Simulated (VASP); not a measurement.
Calculation: PBEsol GGA, VASP's PBE PAW potentials (set 64) (plane waves; VASP).

The input files of a VASP run:

KPOINTS:
```
Automatic mesh
0
Gamma
11 11 11
0 0 0
```

### POSCAR
```
CuI
1
    0.0000000000     2.9685087804     2.9685087804
    2.9685087804     0.0000000000     2.9685087804
    2.9685087804     2.9685087804     0.0000000000
Cu I
1 1
Direct
  0.0000000000   0.0000000000   0.0000000000
  0.2500000000   0.2500000000   0.2500000000
```

**INCAR**
```
LWAVE  =  F
LCHARG  =  F
ENCUT  =  400   ! plane-wave cut-off (eV)
GGA  =  PS   ! PBEsol
NSW  =  1
NELM  =  100   ! most electronic steps
EDIFF  =  1E-8
LEPSILON  =  T
SIGMA  =  0.01
ALGO  =  Normal   ! blocked Davidson
LREAL  =  F
SYSTEM  =  CuI
LASPH  =  T   ! aspherical one-centre terms
ISMEAR  =  0   ! Gaussian
IBRION  =  8   ! DFPT with symmetry
LMAXMIX  =  4   ! l cut-off of mixed one-centre charges
PREC  =  Accurate
```

POTCAR, in this order: Cu I (PBE.64 set). Program: vasp_std.

### Question
What will the output report for the number of irreducible k-points (NKPTS), number of bands (NBANDS), largest plane-wave count, number of space-group operations, FFT grid (NGX, NGY, NGZ)?

### Answer

```yaml
number of irreducible k-points (NKPTS): 56
number of bands (NBANDS): 13
largest_plane_wave_count: 963
number_of_space_group_operations: 24
FFT grid (NGX, NGY, NGZ): 28 × 28 × 28
```

The compound is CuI in the zinc blende structure. It was relaxed first, which changed the volume by -5 %.
